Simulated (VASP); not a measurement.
# Y3F (P6/mmm) in VASP: further runs, part 3 of 3

VASP 6.6.1. The steps go on from the part before.

**4. Band structure, PBEsol**

Input file INCAR:

```
PREC = Accurate
ENCUT = 520
EDIFF = 1E-6
ISMEAR = -1
SIGMA = 0.05
LREAL = F
LASPH = T
NELM = 80
ALGO = Fast
ISIF = 2
LWAVE = F
LCHARG = F
LMAXMIX = 4
GGA = PS
```

Input file KPOINTS:

```
regular mesh
0
Gamma
  4 4 6
```

Input file POSCAR:

```
Y3F
1.0
    6.2666500000      0.0000000000      0.0000000000
   -3.1333300000      5.4270800000      0.0000000000
    0.0000000000      0.0000000000      3.3619900000
Y F
3 1
Direct
    0.5000000000      0.0000000000      0.0000000000
    0.0000000000      0.5000000000      0.0000000000
    0.5000000000      0.5000000000      0.0000000000
    0.0000000000      0.0000000000      0.0000000000
```

Input file KPOINTS_OPT:

```
path GMKGALHA,LM,KH
10
line-mode
reciprocal
 0.0000000000  0.0000000000  0.0000000000  G
 0.5000000000  0.0000000000  0.0000000000  M

 0.5000000000  0.0000000000  0.0000000000  M
 0.3333333333  0.3333333333  0.0000000000  K

 0.3333333333  0.3333333333  0.0000000000  K
 0.0000000000  0.0000000000  0.0000000000  G

 0.0000000000  0.0000000000  0.0000000000  G
 0.0000000000  0.0000000000  0.5000000000  A

 0.0000000000  0.0000000000  0.5000000000  A
 0.5000000000  0.0000000000  0.5000000000  L

 0.5000000000  0.0000000000  0.5000000000  L
 0.3333333333  0.3333333333  0.5000000000  H

 0.3333333333  0.3333333333  0.5000000000  H
 0.0000000000  0.0000000000  0.5000000000  A

 0.5000000000  0.0000000000  0.5000000000  L
 0.5000000000  0.0000000000  0.0000000000  M

 0.3333333333  0.3333333333  0.0000000000  K
 0.3333333333  0.3333333333  0.5000000000  H
```

Potentials or basis: VASP PAW PBE potentials, release 64 (Y_sv, F).

Started as:

```console
> cat potpaw_PBE.64/Y_sv/POTCAR potpaw_PBE.64/F/POTCAR > POTCAR
> mpirun -np 1 vasp_std > vasp.out
```

OUTCAR:

```text
PREC = Accurate
   ENCUT = 520
   EDIFF = 1E-6
   ISMEAR = -1
   LREAL = F
   LASPH = T
   NELM = 80
   ISIF = 2
   GGA = PS

 ion  position               nearest neighbor table
   1  0.500  0.000  0.000-   2 3.13   2 3.13   3 3.13   3 3.13
   2  0.000  0.500  0.000-   1 3.13   1 3.13   3 3.13   3 3.13
   3  0.500  0.500  0.000-   2 3.13   2 3.13   1 3.13   1 3.13
   4  0.000  0.000  0.000-

  LATTYP: Found a hexagonal cell.
 ALAT       =     6.2666500000
 C/A-ratio  =     0.5364891928

  Lattice vectors:

 A1 = (   6.2666500000,   0.0000000000,   0.0000000000)
 A2 = (  -3.1333300000,   5.4270800000,   0.0000000000)
 A3 = (   0.0000000000,   0.0000000000,   3.3619900000)

Analysis of symmetry for initial positions (statically):
=====================================================================
 Subroutine PRICEL returns:
 Original cell was already a primitive cell.

 Routine SETGRP: Setting up the symmetry group for a
 hexagonal supercell.

 Subroutine GETGRP returns: Found 24 space group operations
 (whereof 24 operations were pure point group operations)
[... 159 lines left out ...]
  energy without entropy =      -22.67110947  energy(sigma->0) =      -22.69843460

 E-fermi :   2.3477     XC(G=0):  -9.1960

 val. band max:        2.3307597429   @ k =   0.2500   0.0000   0.0000
 cond. band min:       2.4035924067   @ k =   0.2500   0.2500   0.0000
 fundamental gap:      0.0728326638
 Fermi energy:         2.3476618536

 k-point     1 :       0.0000    0.0000    0.0000
  band No.  band energies     occupation
      1     -40.6020      2.00000
      2     -40.4435      2.00000
      3     -40.4435      2.00000
      4     -21.2718      2.00000
      5     -20.9439      2.00000
      6     -20.9439      2.00000
[... 421 lines left out ...]
     23       3.6365      0.00000
     24       3.9638      0.00000

------------------------ aborting loop because EDIFF is reached ----------------------------------------

  FORCE on cell =-STRESS in cart. coord.  units (eV):
  Direction    XX          YY          ZZ          XY          YZ          ZX
  --------------------------------------------------------------------------------------
  -------------------------------------------------------------------------------------
  Total       -1.5738389     -1.5738400     -1.4163385      0.0000014      0.0000000      0.0000000
  in kB      -22.0532589    -22.0532743    -19.8463008      0.0000203      0.0000000      0.0000000
  external PRESSURE =     -21.3176113 kB  Pullay stress =       0.0000000 kB

 VOLUME and BASIS-vectors are now :
 -----------------------------------------------------------------------------
  energy-cutoff  :      520.00
  volume of cell :      114.34
      direct lattice vectors                 reciprocal lattice vectors
     6.266650000  0.000000000  0.000000000     0.159574892  0.092130722  0.000000000
    -3.133330000  5.427080000  0.000000000     0.000000000  0.184261150  0.000000000
     0.000000000  0.000000000  3.361990000     0.000000000  0.000000000  0.297442884

 POSITION                                       TOTAL-FORCE (eV/Angst)
 -----------------------------------------------------------------------------------
      3.13333      0.00000      0.00000        -0.000000      0.000000      0.000000
     -1.56666      2.71354      0.00000        -0.000000      0.000000      0.000000
      1.56666      2.71354      0.00000         0.000000      0.000000      0.000000
      0.00000      0.00000      0.00000        -0.000000      0.000000      0.000000
 -----------------------------------------------------------------------------------
    total drift:                               -0.000000      0.000000      0.000000

  FREE ENERGIE OF THE ION-ELECTRON SYSTEM (eV)
  ---------------------------------------------------
  free  energy   TOTEN  =       -22.7257597212 eV

  energy  without entropy=      -22.6711094700  energy(sigma->0) =      -22.69843460
```

OSZICAR:

```text
N       E                     dE             d eps       ncg     rms          rms(c)
DAV:   1     0.221602177845E+03    0.22160E+03   -0.20180E+04   776   0.157E+03
DAV:   2    -0.699721456282E+00   -0.22230E+03   -0.22052E+03   896   0.363E+02
DAV:   3    -0.233458261999E+02   -0.22646E+02   -0.22491E+02  1304   0.717E+01
DAV:   4    -0.245428030935E+02   -0.11970E+01   -0.11894E+01  1040   0.159E+01
DAV:   5    -0.245812015006E+02   -0.38398E-01   -0.38371E-01  1136   0.267E+00    0.336E+01
RMM:   6    -0.228295904099E+02    0.17516E+01   -0.57702E+00   860   0.107E+01    0.198E+01
RMM:   7    -0.226669274511E+02    0.16266E+00   -0.22392E+00   931   0.721E+00    0.524E+00
RMM:   8    -0.227282362218E+02   -0.61309E-01   -0.50788E-01  1115   0.309E+00    0.148E+00
RMM:   9    -0.227224255559E+02    0.58107E-02   -0.76725E-02  1009   0.150E+00    0.514E-01
RMM:  10    -0.227245544496E+02   -0.21289E-02   -0.31619E-02  1173   0.792E-01    0.278E-01
[... 61 further cycles ...]
DAV:   2    -0.190107680977E+04   -0.22009E+04      544
DAV:   3    -0.213213086851E+04   -0.23105E+03      872
DAV:   4    -0.214548168201E+04   -0.13351E+02      688
DAV:   5    -0.214593017104E+04   -0.44849E+00      720
DAV:   6    -0.214594553903E+04   -0.15368E-01      696
DAV:   7    -0.214594646565E+04   -0.92662E-03      720
DAV:   8    -0.214594656890E+04   -0.10325E-03      640
DAV:   9    -0.214594658153E+04   -0.12631E-04      464
DAV:  10    -0.214594658267E+04   -0.11357E-05      440
DAV:  11    -0.214594658277E+04   -0.99398E-07      352
```

stdout:

```text
POSCAR found type information on POSCAR Y F
 POSCAR found :  2 types and       4 ions
 scaLAPACK will be used
 -----------------------------------------------------------------------------
|                                                                             |
|                                                                             |
|     You enforced a specific xc type in the INCAR file but a different       |
|     I HOPE YOU KNOW WHAT YOU ARE DOING!                                     |
|                                                                             |
 -----------------------------------------------------------------------------

 LDA part: xc-table for (Slater+PW92), standard interpolation
 POSCAR, INCAR and KPOINTS ok, starting setup
 FFT: planning ... GRIDC
 FFT: planning ... GRID_SOFT
 FFT: planning ... GRID
 WAVECAR not read
 entering main loop
WARNING in EDDRMM: call to ZHEGV failed, returncode =   8  4     12
WARNING in EDDRMM: call to ZHEGV failed, returncode =   8  4      7
WARNING in EDDRMM: call to ZHEGV failed, returncode =   6  3     12
WARNING in EDDRMM: call to ZHEGV failed, returncode =   8  4     21
WARNING in EDDRMM: call to ZHEGV failed, returncode =   6  3     22
WARNING in EDDRMM: call to ZHEGV failed, returncode =   8  4     21
 Start KPOINTS_OPT (optional k-point list driver)
k-point batch [1-16\90]
k-point batch [17-32\90]
k-point batch [33-48\90]
k-point batch [49-64\90]
k-point batch [65-80\90]
k-point batch [81-90\90]
```

Run time: 1.7 min. Hardware: 1 thread of Intel Xeon 6975P-C (Granite Rapids), shared host; peak memory 0.28 GiB.

Results:

```yaml
Free_energy: -22.7258 eV
Pressure: -2.1 GPa
Band_gap_along_the_path: none (metal or under the smearing width)
```

Levels at the corners of the path, in eV from the Fermi level:
```csv
point,band 17,band 18,band 19,band 20,band 21,band 22,band 23,band 24
Γ,-3.31,-1.23,-1.09,-1.09,-0.04,0.28,0.28,1.54
M,-2.73,-1.91,-0.39,-0.34,0.22,0.61,0.89,1.11
M,-2.73,-1.91,-0.39,-0.34,0.22,0.61,0.89,1.11
K,-2.21,-2.21,-0.68,0.17,0.17,0.17,1.26,1.30
K,-2.21,-2.21,-0.68,0.17,0.17,0.17,1.26,1.30
Γ,-3.31,-1.23,-1.09,-1.09,-0.04,0.28,0.28,1.54
Γ,-3.31,-1.23,-1.09,-1.09,-0.04,0.28,0.28,1.54
A,-2.13,-1.97,-0.64,-0.64,-0.07,-0.07,0.52,0.63
A,-2.13,-1.97,-0.64,-0.64,-0.07,-0.07,0.52,0.63
L,-1.50,-0.75,-0.67,-0.25,0.24,1.00,1.15,1.37
L,-1.50,-0.75,-0.67,-0.25,0.24,1.00,1.15,1.37
H,-1.10,-1.10,-0.28,0.24,0.24,0.74,0.74,0.82
H,-1.10,-1.10,-0.28,0.24,0.24,0.74,0.74,0.82
A,-2.13,-1.97,-0.64,-0.64,-0.07,-0.07,0.52,0.63
L,-1.50,-0.75,-0.67,-0.25,0.24,1.00,1.15,1.37
M,-2.73,-1.91,-0.39,-0.34,0.22,0.61,0.89,1.11
K,-2.21,-2.21,-0.68,0.17,0.17,0.17,1.25,1.30
H,-1.10,-1.10,-0.28,0.24,0.24,0.74,0.74,0.82
```

Caveat: the PAW data sets were made with another functional, which shifts forces and pressure a little.

**5. Band structure, RPBE**

INCAR: that of step 4 with these lines changed.

```diff
@@ -13,2 +13,2 @@
 LMAXMIX = 4
-GGA = PS
+GGA = RP
```

KPOINTS is that of step 4.

POSCAR is that of step 4.

KPOINTS_OPT is that of step 4.

Potentials or basis: VASP PAW PBE potentials, release 64 (Y_sv, F).

Started as:

```console
> cat potpaw_PBE.64/Y_sv/POTCAR potpaw_PBE.64/F/POTCAR > POTCAR
> mpirun -np 1 vasp_std > vasp.out
```

OUTCAR:

```text
PREC = Accurate
   ENCUT = 520
   EDIFF = 1E-6
   ISMEAR = -1
   LREAL = F
   LASPH = T
   NELM = 80
   ISIF = 2
   GGA = RP

 ion  position               nearest neighbor table
   1  0.500  0.000  0.000-   2 3.13   2 3.13   3 3.13   3 3.13
   2  0.000  0.500  0.000-   1 3.13   1 3.13   3 3.13   3 3.13
   3  0.500  0.500  0.000-   2 3.13   2 3.13   1 3.13   1 3.13
   4  0.000  0.000  0.000-

  LATTYP: Found a hexagonal cell.
 ALAT       =     6.2666500000
 C/A-ratio  =     0.5364891928

  Lattice vectors:

 A1 = (   6.2666500000,   0.0000000000,   0.0000000000)
 A2 = (  -3.1333300000,   5.4270800000,   0.0000000000)
 A3 = (   0.0000000000,   0.0000000000,   3.3619900000)

Analysis of symmetry for initial positions (statically):
=====================================================================
 Subroutine PRICEL returns:
 Original cell was already a primitive cell.

 Routine SETGRP: Setting up the symmetry group for a
 hexagonal supercell.

 Subroutine GETGRP returns: Found 24 space group operations
 (whereof 24 operations were pure point group operations)
[... 159 lines left out ...]
  energy without entropy =      -20.25539088  energy(sigma->0) =      -20.28314895

 E-fermi :   2.6188     XC(G=0):  -8.8964

 val. band max:        2.5817029316   @ k =   0.0000   0.0000   0.5000
 cond. band min:       2.6193930464   @ k =   0.2500   0.0000   0.0000
 fundamental gap:      0.0376901149
 Fermi energy:         2.6187571778

 k-point     1 :       0.0000    0.0000    0.0000
  band No.  band energies     occupation
      1     -40.4847      2.00000
      2     -40.3285      2.00000
      3     -40.3285      2.00000
      4     -21.1187      2.00000
      5     -20.8219      2.00000
      6     -20.8219      2.00000
[... 421 lines left out ...]
     23       3.8829      0.00000
     24       4.2345      0.00000

------------------------ aborting loop because EDIFF is reached ----------------------------------------

  FORCE on cell =-STRESS in cart. coord.  units (eV):
  Direction    XX          YY          ZZ          XY          YZ          ZX
  --------------------------------------------------------------------------------------
  -------------------------------------------------------------------------------------
  Total        1.0723032      1.0723039      0.6684049     -0.0000010     -0.0000000     -0.0000000
  in kB       15.0255399     15.0255504      9.3659568     -0.0000138     -0.0000000     -0.0000000
  external PRESSURE =      13.1390157 kB  Pullay stress =       0.0000000 kB

 VOLUME and BASIS-vectors are now :
 -----------------------------------------------------------------------------
  energy-cutoff  :      520.00
  volume of cell :      114.34
      direct lattice vectors                 reciprocal lattice vectors
     6.266650000  0.000000000  0.000000000     0.159574892  0.092130722  0.000000000
    -3.133330000  5.427080000  0.000000000     0.000000000  0.184261150  0.000000000
     0.000000000  0.000000000  3.361990000     0.000000000  0.000000000  0.297442884

 POSITION                                       TOTAL-FORCE (eV/Angst)
 -----------------------------------------------------------------------------------
      3.13333      0.00000      0.00000        -0.000000      0.000000      0.000000
     -1.56666      2.71354      0.00000        -0.000000      0.000000      0.000000
      1.56666      2.71354      0.00000         0.000000      0.000000      0.000000
      0.00000      0.00000      0.00000        -0.000000      0.000000      0.000000
 -----------------------------------------------------------------------------------
    total drift:                               -0.000000      0.000000      0.000000

  FREE ENERGIE OF THE ION-ELECTRON SYSTEM (eV)
  ---------------------------------------------------
  free  energy   TOTEN  =       -20.3109070252 eV

  energy  without entropy=      -20.2553908777  energy(sigma->0) =      -20.28314895
```

stdout:

```text
POSCAR found type information on POSCAR Y F
 POSCAR found :  2 types and       4 ions
 scaLAPACK will be used
 -----------------------------------------------------------------------------
|                                                                             |
|                                                                             |
|     You enforced a specific xc type in the INCAR file but a different       |
|     I HOPE YOU KNOW WHAT YOU ARE DOING!                                     |
|                                                                             |
 -----------------------------------------------------------------------------

 LDA part: xc-table for (Slater+PW92), standard interpolation
 POSCAR, INCAR and KPOINTS ok, starting setup
 FFT: planning ... GRIDC
 FFT: planning ... GRID_SOFT
 FFT: planning ... GRID
 WAVECAR not read
 entering main loop
WARNING in EDDRMM: call to ZHEGV failed, returncode =   6  3     16
WARNING in EDDRMM: call to ZHEGV failed, returncode =   6  3     10
WARNING in EDDRMM: call to ZHEGV failed, returncode =   8  4     24
 Start KPOINTS_OPT (optional k-point list driver)
k-point batch [1-16\90]
k-point batch [17-32\90]
k-point batch [33-48\90]
k-point batch [49-64\90]
k-point batch [65-80\90]
k-point batch [81-90\90]
```

It took 99 s on 1 thread of Intel Xeon 6975P-C (Granite Rapids), shared host; peak memory 0.27 GiB.

What came out:

```
Free energy             : -20.3109 eV
Pressure                : 1.3 GPa
Band gap along the path : none (metal or under the smearing width)
```

Levels at the corners of the path, in eV from the Fermi level:
| point | band 17 | band 18 | band 19 | band 20 | band 21 | band 22 | band 23 | band 24 |
| --- | --- | --- | --- | --- | --- | --- | --- | --- |
| Γ | -3.35 | -1.22 | -1.06 | -1.06 | 0.06 | 0.30 | 0.30 | 1.47 |
| M | -2.73 | -1.89 | -0.38 | -0.31 | 0.22 | 0.61 | 0.97 | 1.10 |
| M | -2.73 | -1.89 | -0.38 | -0.31 | 0.22 | 0.61 | 0.97 | 1.10 |
| K | -2.21 | -2.21 | -0.63 | 0.17 | 0.17 | 0.17 | 1.32 | 1.32 |
| K | -2.21 | -2.21 | -0.63 | 0.17 | 0.17 | 0.17 | 1.32 | 1.32 |
| Γ | -3.35 | -1.22 | -1.06 | -1.06 | 0.06 | 0.30 | 0.30 | 1.47 |
| Γ | -3.35 | -1.22 | -1.06 | -1.06 | 0.06 | 0.30 | 0.30 | 1.47 |
| A | -2.16 | -1.95 | -0.65 | -0.65 | -0.04 | -0.04 | 0.46 | 0.77 |
| A | -2.16 | -1.95 | -0.65 | -0.65 | -0.04 | -0.04 | 0.46 | 0.77 |
| L | -1.52 | -0.73 | -0.71 | -0.27 | 0.22 | 1.00 | 1.13 | 1.39 |
| L | -1.52 | -0.73 | -0.71 | -0.27 | 0.22 | 1.00 | 1.13 | 1.38 |
| H | -1.13 | -1.13 | -0.31 | 0.25 | 0.25 | 0.72 | 0.72 | 0.82 |
| H | -1.13 | -1.13 | -0.31 | 0.25 | 0.25 | 0.72 | 0.72 | 0.82 |
| A | -2.16 | -1.95 | -0.65 | -0.65 | -0.04 | -0.04 | 0.46 | 0.77 |
| L | -1.52 | -0.73 | -0.71 | -0.27 | 0.22 | 1.00 | 1.13 | 1.38 |
| M | -2.73 | -1.89 | -0.38 | -0.31 | 0.22 | 0.61 | 0.97 | 1.10 |
| K | -2.21 | -2.21 | -0.63 | 0.17 | 0.17 | 0.17 | 1.32 | 1.33 |
| H | -1.13 | -1.13 | -0.31 | 0.25 | 0.25 | 0.72 | 0.72 | 0.82 |

Caveat: the PAW data sets were made with another functional, which shifts forces and pressure a little.

**6. Band structure, revPBE**

INCAR: that of step 5 with these lines changed.

```diff
@@ -13,2 +13,2 @@
 LMAXMIX = 4
-GGA = RP
+GGA = RE
```

KPOINTS is that of step 5.

POSCAR is that of step 5.

KPOINTS_OPT is that of step 5.

Potentials or basis: VASP PAW PBE potentials, release 64 (Y_sv, F).

Started as:

```console
> cat potpaw_PBE.64/Y_sv/POTCAR potpaw_PBE.64/F/POTCAR > POTCAR
> mpirun -np 1 vasp_std > vasp.out
```

Wall time 1.7 min (1 thread of Intel Xeon 6975P-C (Granite Rapids), shared host); peak memory 0.27 GiB.

Results (log left out):

| Quantity | Value |
| --- | --- |
| Free energy | -20.4841 eV |
| Pressure | 0.9 GPa |
| Band gap along the path | none (metal or under the smearing width) |

Stress tensor (GPa, compression positive):
```
1.09 0.00 0.00
0.00 1.09 0.00
0.00 0.00 0.52
```

Levels at the corners of the path, in eV from the Fermi level:
| point | band 18 | band 19 | band 20 | band 21 | band 22 | band 23 |
| --- | --- | --- | --- | --- | --- | --- |
| Γ | -1.22 | -1.06 | -1.06 | 0.05 | 0.29 | 0.29 |
| M | -1.89 | -0.38 | -0.32 | 0.22 | 0.61 | 0.96 |
| M | -1.89 | -0.38 | -0.32 | 0.22 | 0.61 | 0.96 |
| K | -2.21 | -0.64 | 0.17 | 0.17 | 0.17 | 1.32 |
| K | -2.21 | -0.64 | 0.17 | 0.17 | 0.17 | 1.32 |
| Γ | -1.22 | -1.06 | -1.06 | 0.05 | 0.29 | 0.29 |
| Γ | -1.22 | -1.06 | -1.06 | 0.05 | 0.29 | 0.29 |
| A | -1.95 | -0.65 | -0.65 | -0.04 | -0.04 | 0.47 |
| A | -1.95 | -0.65 | -0.65 | -0.04 | -0.04 | 0.47 |
| L | -0.73 | -0.70 | -0.27 | 0.22 | 1.00 | 1.13 |
| L | -0.73 | -0.70 | -0.27 | 0.22 | 1.00 | 1.13 |
| H | -1.13 | -0.31 | 0.25 | 0.25 | 0.73 | 0.73 |
| H | -1.13 | -0.31 | 0.25 | 0.25 | 0.73 | 0.73 |
| A | -1.95 | -0.65 | -0.65 | -0.04 | -0.04 | 0.47 |
| L | -0.73 | -0.70 | -0.27 | 0.22 | 1.00 | 1.13 |
| M | -1.89 | -0.38 | -0.32 | 0.22 | 0.61 | 0.96 |
| K | -2.21 | -0.64 | 0.17 | 0.17 | 0.17 | 1.32 |
| H | -1.13 | -0.31 | 0.25 | 0.25 | 0.73 | 0.73 |

Caveat: the PAW data sets were made with another functional, which shifts forces and pressure a little.

**7. The runs side by side**

```tsv
level	potentials or basis	pressure (GPa)
LDA	VASP PAW LDA potentials, release 64 (Y_sv, F)	-3.8
PBE	VASP PAW PBE potentials, release 64 (Y_sv, F)	-0.2
PBEsol	VASP PAW PBE potentials, release 64 (Y_sv, F)	-2.1
RPBE	VASP PAW PBE potentials, release 64 (Y_sv, F)	1.3
revPBE	VASP PAW PBE potentials, release 64 (Y_sv, F)	0.9
```

Alike in all rows: task band structure; no spin polarisation; cell as given; k mesh 4 × 4 × 6; cutoff (eV) 520; smearing fermi-dirac 0.05 eV.

Caveats: the PAW data sets were made with another functional, which shifts forces and pressure a little (some runs).

Total energies depend on the potentials used, so only differences within one code and one set of settings carry meaning.
